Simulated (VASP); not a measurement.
All values below come from PBE GGA, VASP's PBE PAW potentials (set 64) (plane waves; VASP 6.6.1).

A VASP calculation is set up with these files.

**INCAR**
```
! general
SYSTEM    =Ga31As31Se
PREC      =Normal
ENCUT     =400   ! plane-wave cut-off (eV)
LREAL     =Auto
LASPH     =T
ISYM      =0
NELECT    =255.0

! electronic loop
EDIFF     =1E-6   ! SCF stop (eV)
NELM      =100   ! most electronic steps
NELMIN    =4
ALGO      =Fast
LMAXMIX   =4   ! l cut-off of mixed one-centre charges

! smearing
ISMEAR    =0   ! Gaussian
SIGMA     =0.05   ! width (eV)

! functional
GGA       =PE   ! PBE

! spin
ISPIN     =2
MAGMOM    =63*0.0159
NUPDOWN   =1

! output
LWAVE     =F
LCHARG    =F
LORBIT    =11   ! lm-projected

! other
LHYPERFINE=T
```

### KPOINTS
```
K-points
0
Gamma
 1 1 1
```

POSCAR:
```
Ga31As31Se
11.522210
  1.0000000366   0.0000000000   0.0000000000
  0.0000000000   1.0000000366   0.0000000000
  0.0000000000   0.0000000000   1.0000000366
Ga As Se
31 31 1
Direct
  0.5049774024   0.0041092953   0.0040312665
  0.7443181054   0.2434969879   0.0041965509
  0.7440552586   0.0044367645   0.2438024809
  0.0002020551   0.0006579868   0.0009644595
  0.2539179402   0.2548830221   0.0038873239
  0.4937856161   0.4941493836   0.0041664821
  0.7488887578   0.7491417044   0.0010349271
  0.2546171639   0.0045868427   0.2550291225
  0.7522459620   0.5020971509   0.2505723462
  0.4933821192   0.0041274497   0.4938528169
  0.7522352986   0.2501636913   0.5020613021
  0.7487669828   0.0007800937   0.7490426290
  0.9992864388   0.4987286349   0.0010591056
  0.2509349080   0.7500253066   0.0009338206
  0.0009954761   0.2495219445   0.2495257277
  0.2543960392   0.4940274135   0.2440123619
  0.4996781435   0.7509888253   0.2494617323
  0.9992900097   0.0008000049   0.4988655421
  0.2542595887   0.2432046057   0.4939804098
  0.5005935472   0.5019455520   0.5021851436
  0.7488283568   0.7519709894   0.4986005852
  0.2508207022   0.0006432887   0.7502961742
  0.4996550367   0.2495869881   0.7509166539
  0.7488900544   0.4987500630   0.7518125765
  0.0007954304   0.7506657128   0.2491266807
  0.0018693573   0.4987679610   0.4986889006
  0.2508550315   0.7491697921   0.4988953970
  0.0007526957   0.2489494062   0.7503479711
  0.2509985814   0.4988167536   0.7490829221
  0.4989962709   0.7507083052   0.7503486668
  0.0005677543   0.7505003927   0.7505107484
  0.6127763807   0.1348471413   0.1345700003
  0.8726951343   0.3725709722   0.1249844166
  0.8728167732   0.1248553284   0.3725934944
  0.1260160955   0.1247595020   0.1247502421
  0.3846702041   0.3627484982   0.1343136338
  0.6227042387   0.6225809566   0.1250466925
  0.8741715272   0.8749387079   0.1248365119
  0.3855537138   0.1355159320   0.3622583207
  0.8759031317   0.6258906740   0.3754503669
  0.6224957899   0.1247542033   0.6224590748
  0.8758074109   0.3753700677   0.6256346796
  0.8744132085   0.1245846879   0.8747498094
  0.1250390595   0.6241466530   0.1248326083
  0.3747831759   0.8760489351   0.1247038957
  0.1266793680   0.3739820527   0.3740897654
  0.3751389919   0.6226488053   0.3726334871
  0.6240843600   0.8767467080   0.3739763250
  0.1250567782   0.1245591312   0.6241683893
  0.3748316559   0.3724626652   0.6225052961
  0.6255458375   0.6258422710   0.6256661446
  0.8747005075   0.8751209676   0.6245339741
  0.3747346512   0.1247339505   0.8759298628
  0.6242955814   0.3741390522   0.8766832198
  0.8747090075   0.6246065143   0.8752087024
  0.1250224735   0.8749846230   0.3744440536
  0.1251545519   0.6245792493   0.6245997418
  0.3746819709   0.8750264784   0.6241049806
  0.1248095976   0.3745655643   0.8746684994
  0.3747819448   0.6242845590   0.8747516598
  0.6245752668   0.8746996853   0.8748051589
  0.1252666974   0.8751170103   0.8752858895
  0.6248018292   0.3745041393   0.3746042750
```

POTCAR, in this order: Ga As Se (PBE.64 set). Program: vasp_gam. Read from the step before: WAVECAR.

The run wrote:

### OUTCAR
```
 ion  position               nearest neighbor table
   1  0.505  0.004  0.004-  32 2.46  61 2.52  45 2.52  53 2.52
   2  0.744  0.243  0.004-  32 2.47  33 2.52  54 2.52  43 2.52
   3  0.744  0.004  0.244-  32 2.48  48 2.51  34 2.52  38 2.52
   4  0.000  0.001  0.001-  35 2.49  38 2.50  43 2.50  62 2.50
   5  0.254  0.255  0.004-  36 2.46  59 2.52  35 2.52  53 2.52
   6  0.494  0.494  0.004-  36 2.47  54 2.52  37 2.52  60 2.52
   7  0.749  0.749  0.001-  38 2.49  61 2.50  55 2.50  37 2.51
   8  0.255  0.005  0.255-  39 2.47  56 2.52  45 2.52  35 2.52
   9  0.752  0.502  0.251-  40 2.48  37 2.50  33 2.50  63 2.52
  10  0.493  0.004  0.494-  39 2.48  48 2.52  58 2.52  41 2.52
  11  0.752  0.250  0.502-  42 2.48  34 2.50  41 2.50  63 2.52
  12  0.749  0.001  0.749-  43 2.50  61 2.50  52 2.50  41 2.51
  13  0.999  0.499  0.001-  44 2.49  59 2.50  55 2.50  33 2.51
  14  0.251  0.750  0.001-  45 2.49  44 2.50  60 2.50  62 2.50
  15  0.001  0.250  0.250-  35 2.49  46 2.49  33 2.50  34 2.50
  16  0.254  0.494  0.244-  36 2.48  46 2.51  47 2.52  44 2.52
  17  0.500  0.751  0.249-  48 2.49  45 2.49  37 2.50  47 2.50
  18  0.999  0.001  0.499-  49 2.49  52 2.50  56 2.50  34 2.51
  19  0.254  0.243  0.494-  39 2.48  49 2.52  46 2.52  50 2.52
  20  0.501  0.502  0.502-  51 2.48  50 2.50  47 2.50  63 2.52
  21  0.749  0.752  0.499-  48 2.49  52 2.49  40 2.50  51 2.50
  22  0.251  0.001  0.750-  53 2.49  58 2.50  49 2.50  62 2.50
  23  0.500  0.250  0.751-  53 2.49  54 2.49  50 2.50  41 2.50
  24  0.749  0.499  0.752-  54 2.49  55 2.50  42 2.50  51 2.51
  25  0.001  0.751  0.249-  56 2.49  44 2.50  38 2.50  40 2.50
  26  0.002  0.499  0.499-  46 2.49  57 2.49  40 2.50  42 2.50
  27  0.251  0.749  0.499-  58 2.49  57 2.50  56 2.50  47 2.51
  28  0.001  0.249  0.750-  59 2.49  49 2.49  43 2.50  42 2.50
  29  0.251  0.499  0.749-  60 2.49  59 2.50  57 2.50  50 2.51
  30  0.499  0.751  0.750-  61 2.49  58 2.49  60 2.49  51 2.50
  31  0.001  0.751  0.751-  62 2.49  57 2.50  55 2.50  52 2.50
  32  0.613  0.135  0.135-   1 2.46   2 2.47   3 2.48
  33  0.873  0.373  0.125-   9 2.50  15 2.50  13 2.51   2 2.52
  34  0.873  0.125  0.373-  11 2.50  15 2.50  18 2.51   3 2.52
  35  0.126  0.125  0.125-   4 2.49  15 2.49   5 2.52   8 2.52
  36  0.385  0.363  0.134-   5 2.46   6 2.47  16 2.48
  37  0.623  0.623  0.125-   9 2.50  17 2.50   7 2.51   6 2.52
  38  0.874  0.875  0.125-   7 2.49  25 2.50   4 2.50   3 2.52
  39  0.386  0.136  0.362-   8 2.47  19 2.48  10 2.48
  40  0.876  0.626  0.375-   9 2.48  25 2.50  21 2.50  26 2.50
  41  0.622  0.125  0.622-  11 2.50  23 2.50  12 2.51  10 2.52
  42  0.876  0.375  0.626-  11 2.48  28 2.50  26 2.50  24 2.50
  43  0.874  0.125  0.875-  28 2.50  12 2.50   4 2.50   2 2.52
  44  0.125  0.624  0.125-  13 2.49  25 2.50  14 2.50  16 2.52
  45  0.375  0.876  0.125-  14 2.49  17 2.49   1 2.52   8 2.52
  46  0.127  0.374  0.374-  26 2.49  15 2.49  16 2.51  19 2.52
  47  0.375  0.623  0.373-  20 2.50  17 2.50  27 2.51  16 2.52
  48  0.624  0.877  0.374-  21 2.49  17 2.49   3 2.51  10 2.52
  49  0.125  0.125  0.624-  18 2.49  28 2.49  22 2.50  19 2.52
  50  0.375  0.372  0.623-  20 2.50  23 2.50  29 2.51  19 2.52
  51  0.626  0.626  0.626-  20 2.48  30 2.50  21 2.50  24 2.51
  52  0.875  0.875  0.625-  21 2.49  18 2.50  12 2.50  31 2.50
  53  0.375  0.125  0.876-  22 2.49  23 2.49   5 2.52   1 2.52
  54  0.624  0.374  0.877-  24 2.49  23 2.49   6 2.52   2 2.52
  55  0.875  0.625  0.875-  24 2.50   7 2.50  13 2.50  31 2.50
  56  0.125  0.875  0.374-  25 2.49  18 2.50  27 2.50   8 2.52
  57  0.125  0.625  0.625-  26 2.49  27 2.50  29 2.50  31 2.50
  58  0.375  0.875  0.624-  30 2.49  27 2.49  22 2.50  10 2.52
  59  0.125  0.375  0.875-  28 2.49  29 2.50  13 2.50   5 2.52
  60  0.375  0.624  0.875-  29 2.49  30 2.49  14 2.50   6 2.52
  61  0.625  0.875  0.875-  30 2.49  12 2.50   7 2.50   1 2.52
  62  0.125  0.875  0.875-  31 2.49  22 2.50   4 2.50  14 2.50
  63  0.625  0.375  0.375-   9 2.52  11 2.52  20 2.52
 Subroutine IBZKPT returns following result:
 Found      1 irreducible k-points:

 Following reciprocal coordinates:
            Coordinates               Weight
  0.000000  0.000000  0.000000      1.000000
   k-points           NKPTS =      1   k-points in BZ     NKDIM =      1   number of bands    NBANDS=    160
   number of dos      NEDOS =    301   number of ions     NIONS =     63
   total plane-waves  NPLWV = 175616
   dimension x,y,z NGX =    56 NGY =   56 NGZ =   56
   dimension x,y,z NGXF=   112 NGYF=  112 NGZF=  112
...
```

**OSZICAR**
```
       N       E                     dE             d eps       ncg     rms          rms(c)
DAV:   1    -0.251282261626E+03   -0.25128E+03   -0.53854E-05   840   0.176E-02    0.748E-03
RMM:   2    -0.251282256655E+03    0.49708E-05   -0.18956E-05   690   0.735E-03    0.352E-03
RMM:   3    -0.251282255797E+03    0.85876E-06   -0.98448E-06   618   0.398E-03    0.184E-03
RMM:   4    -0.251282255924E+03   -0.12759E-06   -0.20172E-06   484   0.187E-03
   1 F= -.25128226E+03 E0= -.25126107E+03  d E =-.423796E-01  mag=     1.0000
```

File OUTCAR:
```
------------------------ aborting loop because EDIFF is reached ----------------------------------------
  FORCE on cell =-STRESS in cart. coord.  units (eV):
  Direction    XX          YY          ZZ          XY          YZ          ZX
  --------------------------------------------------------------------------------------
  Total        6.2930570      6.2088658      6.5132693      1.2771898      1.0353690      0.9589158
  in kB        6.5912053      6.5030254      6.8218507      1.3376997      1.0844221      1.0043467
  external PRESSURE =       6.6386938 kB  Pullay stress =       0.0000000 kB
  volume of cell :     1529.70
      direct lattice vectors                 reciprocal lattice vectors
    11.522210422  0.000000000  0.000000000     0.086788903  0.000000000  0.000000000
     0.000000000 11.522210422  0.000000000     0.000000000  0.086788903  0.000000000
     0.000000000  0.000000000 11.522210422     0.000000000  0.000000000  0.086788903
 POSITION                                       TOTAL-FORCE (eV/Angst)
 -----------------------------------------------------------------------------------
      5.81846      0.04735      0.04645        -0.009490      0.001049      0.000462
      8.57619      2.80562      0.04835        -0.005624     -0.007489     -0.013598
      8.57316      0.05112      2.80914         0.006246     -0.014010     -0.007709
      0.00233      0.00758      0.01111        -0.018679      0.003285     -0.005558
      2.92570      2.93682      0.04479         0.007077     -0.016611      0.003040
      5.68950      5.69369      0.04801        -0.003344     -0.004337     -0.008879
      8.62885      8.63177      0.01192         0.004798     -0.002384     -0.014545
      2.93375      0.05285      2.93850        -0.001493     -0.002253     -0.006377
      8.66754      5.78527      2.88715         0.012601      0.013041     -0.005804
      5.68485      0.04756      5.69028        -0.003522      0.001849     -0.001696
      8.66741      2.88244      5.78486         0.006175      0.008857      0.024000
      8.62745      0.00899      8.63063         0.007306     -0.007224      0.003162
     11.51399      5.74646      0.01220        -0.001822      0.003488     -0.016404
      2.89132      8.64195      0.01076        -0.003436     -0.018175     -0.007452
      0.01147      2.87504      2.87509         0.006022     -0.002744     -0.007343
      2.93120      5.69229      2.81156        -0.003989      0.000849     -0.008556
      5.75740      8.65305      2.87435        -0.008938     -0.000573     -0.006250
     11.51403      0.00922      5.74803        -0.002135     -0.012056     -0.003578
      2.92963      2.80225      5.69175        -0.008634      0.000403     -0.003783
      5.76794      5.78352      5.78628        -0.004847      0.016865      0.009472
      8.62816      8.66437      5.74498         0.005613     -0.004970      0.010195
      2.89001      0.00741      8.64507         0.004180      0.004982     -0.017973
      5.75713      2.87579      8.65222        -0.003411     -0.004344      0.004846
      8.62887      5.74670      8.66254         0.006828      0.006683     -0.000438
      0.00917      8.64933      2.87049         0.003050      0.005000      0.009674
      0.02154      5.74691      5.74600         0.000846      0.001434      0.008372
      2.89040      8.63209      5.74838        -0.008401     -0.001801     -0.002809
      0.00867      2.86845      8.64567        -0.000006      0.003236      0.011391
      2.89206      5.74747      8.63109        -0.011727      0.000798      0.004026
      5.74954      8.64982      8.64568         0.010978      0.002572      0.010971
      0.00654      8.64742      8.64754        -0.011682     -0.014528     -0.007379
      7.06054      1.55374      1.55054        -0.000295      0.004133      0.000663
     10.05538      4.29284      1.44010         0.002309     -0.000978     -0.008765
     10.05678      1.43861      4.29310         0.001845     -0.005342      0.000912
      1.45198      1.43751      1.43740        -0.001022     -0.004046     -0.003269
      4.43225      4.17966      1.54759        -0.001574      0.006952      0.011281
      7.17493      7.17351      1.44081         0.002704      0.003064     -0.012725
     10.07239     10.08123      1.43839         0.009803     -0.004621     -0.008579
      4.44243      1.56144      4.17402        -0.011045     -0.009089      0.007581
     10.09234      7.21164      4.32602         0.012424      0.008855     -0.010375
      7.17253      1.43744      7.17210         0.002264      0.002375      0.009343
     10.09124      4.32509      7.20869         0.013372      0.002823      0.015950
     10.07517      1.43549     10.07905         0.001587     -0.000148     -0.001573
      1.44073      7.19155      1.43835        -0.002825      0.004927     -0.009442
      4.31833     10.09402      1.43686         0.003745     -0.005145      0.003158
      1.45963      4.30910      4.31034        -0.002466      0.002782      0.005174
      4.32243      7.17429      4.29356        -0.004632      0.008911      0.009786
      7.19083     10.10206      4.30903         0.001188     -0.009405      0.004209
      1.44093      1.43520      7.19180        -0.011896     -0.003645      0.012169
      4.31889      4.29159      7.17264         0.005593      0.001453      0.006679
      7.20767      7.21109      7.20906        -0.000827      0.009081      0.015347
     10.07848     10.08333      7.19601        -0.011410     -0.002820     -0.003886
      4.31777      1.43721     10.09265         0.004679      0.000054     -0.005843
      7.19327      4.31091     10.10133         0.004920      0.004221     -0.019905
     10.07858      7.19685     10.08434        -0.005878     -0.006961     -0.006445
      1.44054     10.08176      4.31442         0.011742      0.005422      0.000695
      1.44206      7.19653      7.19677        -0.003008     -0.004250     -0.009682
      4.31716     10.08224      7.19107        -0.008678     -0.016805      0.010909
      1.43808      4.31582     10.07811         0.005209      0.005102      0.009135
      4.31832      7.19314     10.07907        -0.001565      0.005556      0.002700
      7.19649     10.07847     10.07969         0.002004      0.012978      0.003688
      1.44335     10.08328     10.08523         0.004001      0.004339      0.004426
      7.19910      4.31512      4.31627         0.007192      0.019330      0.013208
 -----------------------------------------------------------------------------------
    total drift:                                0.175070      0.186937      0.253119
  FREE ENERGIE OF THE ION-ELECTRON SYSTEM (eV)
  ---------------------------------------------------
  free  energy   TOTEN  =      -251.2822559242 eV

  energy  without entropy=     -251.2398763196  energy(sigma->0) =     -251.26106612

 total charge

# of ion       s       p       d       tot
------------------------------------------
    1        1.072   1.123   0.121   2.316
    2        1.072   1.119   0.121   2.312
    3        1.072   1.119   0.121   2.312
    4        1.066   1.137   0.125   2.328
    5        1.072   1.124   0.122   2.317
    6        1.072   1.119   0.121   2.312
    7        1.065   1.131   0.123   2.320
    8        1.072   1.120   0.121   2.314
    9        1.064   1.101   0.129   2.293
   10        1.072   1.119   0.121   2.312
   11        1.064   1.101   0.129   2.294
   12        1.065   1.131   0.123   2.319
   13        1.065   1.131   0.123   2.319
   14        1.066   1.137   0.125   2.328
   15        1.064   1.143   0.125   2.332
   16        1.072   1.118   0.121   2.311
   17        1.064   1.142   0.125   2.331
   18        1.065   1.132   0.123   2.321
   19        1.072   1.118   0.121   2.312
   20        1.064   1.100   0.128   2.292
   21        1.067   1.134   0.124   2.325
...
```
(Selected blocks of OUTCAR.)

The cell is charged, with a uniform compensating background.  The supercell is sampled at Γ alone, which is coarse: total energies, pressure and levels can be off, energies of defects by several tenths of an eV.

The cell is a supercell with a defect, built from GaAs (zinc blende): Se_As-vac_Ga, charge -1.
